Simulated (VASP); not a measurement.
# Ta under biaxial strain in the (001) plane

Wanted: the elastic response of Ta to biaxial strain in the (001) plane, with a fit that predicts a row left out.

Program: VASP 6.6.1. Level of theory: PBEsol; plane waves and PAW (Ta_pv), in the first sound run; inputs show where later runs differ. Results are calculated unless marked as measured.

Report form: the programs' logs are mostly left out.

## 1. The structure

Symmetry: Im-3m, No. 229, cubic system. Conventional cell: a = 3.310 Å, b = 3.310 Å, c = 3.310 Å, α = 90.00°, β = 90.00°, γ = 90.00°. Nearest to Ta lie 8 Ta at 2.87 Å.

As a file:

```cif
data_structure
_symmetry_space_group_name_H-M 'Im-3m'
_symmetry_Int_Tables_number 229
_cell_length_a 3.3100
_cell_length_b 3.3100
_cell_length_c 3.3100
_cell_angle_alpha 90.000
_cell_angle_beta 90.000
_cell_angle_gamma 90.000
_cell_volume 36.26
loop_
_atom_site_label
_atom_site_type_symbol
_atom_site_symmetry_multiplicity
_atom_site_Wyckoff_symbol
_atom_site_fract_x
_atom_site_fract_y
_atom_site_fract_z
_atom_site_occupancy
Ta1 Ta 2 a 0.00000 0.00000 0.00000 1
```

## 2. Relax the crystal, PBEsol

The series starts from the cell that this level prefers, so that zero strain is near zero stress.

This step took 2 runs in a row; the last is shown.

Level: PBEsol; plane waves and PAW (Ta_pv).

INCAR reads:

```
SYSTEM = Ta
PREC = Accurate
ENCUT = 450
EDIFF = 1E-07
NELM = 120
ISMEAR = 1
SIGMA = 0.15
LREAL = .FALSE.
ALGO = Normal
GGA = PS
NBANDS = 11
LASPH = .TRUE.
LORBIT = 11
LWAVE = .FALSE.
LCHARG = .FALSE.
KPAR = 8
IBRION = 2
NSW = 40
ISIF = 3
EDIFFG = -0.005
POTIM = 0.4
```

POSCAR reads:

```
Ta
1.0
   -1.6408621308      1.6408621308      1.6408621308
    1.6408621308     -1.6408621308      1.6408621308
    1.6408621308      1.6408621308     -1.6408621308
Ta
1
Direct
    0.0000000000      0.0000000000      0.0000000000
```

KPOINTS reads:

```
Automatic mesh
0
Gamma
25 25 25
0 0 0
```

Potentials, in the order of the species: Ta_pv (PBE family, release 64).

Launch:

```bash
mpirun -np 8 vasp_std
```

Run time: 4.2 s. Hardware: 8 MPI ranks of Intel Xeon 6975P-C (Granite Rapids), shared host; peak memory 1.4 GiB.

Numbers from this step:

| Quantity | Value |
| --- | --- |
| energy(sigma→0) of the program | -12.5502 eV |
| stress, compression positive | xx, yy, zz -0.01, -0.01, -0.01 GPa |
| volume | 17.672 Å³ |
| ionic steps | 1 |

## 3. Strain along the normal, PBEsol

One member in full: the plane is strained by -2 %, and the strain along the normal is moved by secant steps until the normal stress is under 0.012 GPa or five steps are spent; the atoms relax at each step.

This step took 2 runs, each at a new trial strain with the atoms of the one before; the last is shown.

Level: PBEsol; plane waves and PAW (Ta_pv).

Edit INCAR of step 2 so:

```diff
@@ -15,7 +15,7 @@
 LCHARG = .FALSE.
-KPAR = 8
-IBRION = 2
-NSW = 40
-ISIF = 3
-EDIFFG = -0.005
-POTIM = 0.4
+KPAR = 2
+IBRION = 1
+NSW = 25
+ISIF = 2
+EDIFFG = -0.004
+POTIM = 0.3
```

POSCAR reads:

```
Ta
1.0
   -1.6080448880      1.6080448880      1.6814824120
    1.6080448880     -1.6080448880      1.6814824120
    1.6080448880      1.6080448880     -1.6814824120
Ta
1
Direct
    0.0000000000      0.0000000000      0.0000000000
```

KPOINTS is that of step 2.

Launch:

```bash
mpirun -np 2 vasp_std
```

The job ended after 25 s (2 MPI ranks; peak memory 0.54 GiB).

Numbers from this step:

- energy(sigma→0) of the program: -12.5382 eV
- stress, compression positive: xx, yy, zz 5.52, 5.52, -0.01 GPa
- ionic steps: 1

## 4. The table

The other members went through these steps as far as the tables show, with the same cutoff and, step by step, the same mesh; 19 runs are not shown. The session took 0.30 core hours (wall time by ranks) on a shared machine.

| in-plane strain (%) | strain along the normal (%) | in-plane stress, tension positive (GPa) | energy above the unstrained row, extrapolated to no smearing (meV/atom) |
| --- | --- | --- | --- |
| -2.000 | 2.476 | -5.523 | 12.056 |
| -1.500 | 1.817 | ? | ? |
| -1.000 | 1.189 | -2.697 | 2.891 |
| -0.500 | 0.587 | -1.311 | 0.705 |
| 0 | 0.000 | 0.006 | 0.000 |
| 0.500 | -0.584 | 1.242 | 0.656 |
| 1.000 | -1.169 | 2.398 | 2.607 |
| 1.500 | -1.766 | 3.456 | 5.722 |
| 2.000 | -2.357 | 4.480 | 9.964 |

## 5. Stress from the known rows

A least-squares parabola through the 8 rows shown, with e the strain in %: stress = − 0.1300 e² + 2.511 e − 0.007274 (GPa), r.m.s. residual 0.025 GPa.

For the withheld row, e = -1.5, the fit gives -4.066 GPa.

## 6. Prediction against calculation

The calculation gives -4.110 GPa, so the prediction is 0.044 GPa too high, within twice the residual of the fit.

Slopes at zero strain, from cubics through all rows: strain ratio -1.171, stress over strain 256 GPa.

## 7. Outcome

```
error of the predicted stress      : 0.044 GPa
ratio of normal to in-plane strain : -1.171
biaxial modulus                    : 256 GPa
```

As a check, the curvature of the energy gives 250 GPa for the same modulus (energy per volume = M × strain²), 2 % from the slope of the stress; these energies are extrapolated to no smearing, while the stress belongs to the free energy, so part of the difference may come from that. These are static values: temperature and zero-point motion are left out. In a metal the slopes also depend on mesh and smearing, which were held through the series.

[Lines on the potential files, build, host, timing and source positions are cut from VASP's logs without a mark.]

[Logs are printed without paths, hosts, clocks, repeated set-up lines and the standing remarks that a program may print on its own settings, such as how far it seeks lower states.]

[Hosts, paths, dates, database ids (printed as entryN), source tags and the programs' standing remarks are cut or masked in the printed files.]

[In band tables of VASP the shares of atoms and orbitals are scaled to a sum of 1 inside the atoms' spheres.]
